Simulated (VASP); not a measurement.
```xyz
3
Lattice="0.0000 2.8337 2.8337 2.8337 0.0000 2.8337 2.8337 2.8337 0.0000" Properties=species:S:1:pos:R:3 pbc="T T T"
Cd     5.6674     5.6674     5.6674
F      1.4168     1.4168     1.4168
F      4.2505     4.2505     4.2505
```

The numbers are results of vdW-DF2, VASP's PBE PAW potentials (set 64) (plane waves; VASP 6.6.1), not measurements. Run with 520 eV cut-off, 7×7×7 Γ-centred mesh, Gaussian smearing of 0.050 eV, potentials Cd F.

### Question
Give the stress tensor in GPa (positive for a compressed cell).

### Answer

```
-4.75   0.00   0.00
 0.00  -4.75   0.00
 0.00   0.00  -4.75
```
The pressure is its mean diagonal, -4.75 GPa.

The compound is CdF2 in the fluorite structure. This cell is one point of a volume scan, at 1.06 of the reference volume.
